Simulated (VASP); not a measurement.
Consider the following.

```
MgZnO2
1.0
    3.26352     0.00000     0.00000
   -1.63176     2.82629     0.00000
    0.00000     0.00000     5.14173
Mg Zn O
1 1 2
Direct
  0.33333   0.66667   0.49665
  0.66667   0.33333   0.00349
  0.33333   0.66667   0.88322
  0.66667   0.33333   0.38862
```

Level of theory: PBEsol GGA with spin-orbit coupling, VASP's PBE PAW potentials (set 64) (plane waves; VASP). Numerical set-up: 520 eV cut-off, 7×7×4 Γ-centred mesh, Gaussian smearing of 0.050 eV, potentials Mg Zn O.

Problem. Give the energies of bands 15 to 28 at the high-symmetry points, in eV from the valence-band maximum.

Solution. 
```
band      Γ      M      K      A      L      H
----  -----  -----  -----  -----  -----  -----
15    -4.11  -3.88  -3.77  -3.67  -3.93  -3.88
16    -4.11  -3.88  -3.77  -3.67  -3.93  -3.75
17    -1.37  -2.84  -3.67  -1.40  -3.01  -3.25
18    -1.37  -2.84  -3.65  -1.40  -3.01  -3.22
19    -1.35  -2.56  -2.47  -1.28  -1.77  -2.66
20    -1.35  -2.56  -2.44  -1.28  -1.77  -2.63
21    -0.24  -2.04  -2.02  -1.26  -1.72  -2.17
22    -0.24  -2.04  -2.02  -1.26  -1.72  -2.11
23    -0.04  -1.33  -1.69  -0.09  -1.09  -1.23
24    -0.04  -1.33  -1.66  -0.09  -1.09  -1.21
25     0.00  -0.82  -1.65  -0.05  -0.82  -0.84
26     0.00  -0.82  -1.61  -0.05  -0.82  -0.84
27     1.67   6.45   7.55   3.82   5.98   7.65
28     1.67   6.45   7.57   3.82   5.98   7.66
```

The gap is direct, 1.67 eV, from the valence maximum at Γ to the conduction minimum at Γ.

The structure comes from a computed database's MgZnO2 entry (P3m1); how it stands against other phases isn't given here. It was relaxed first.
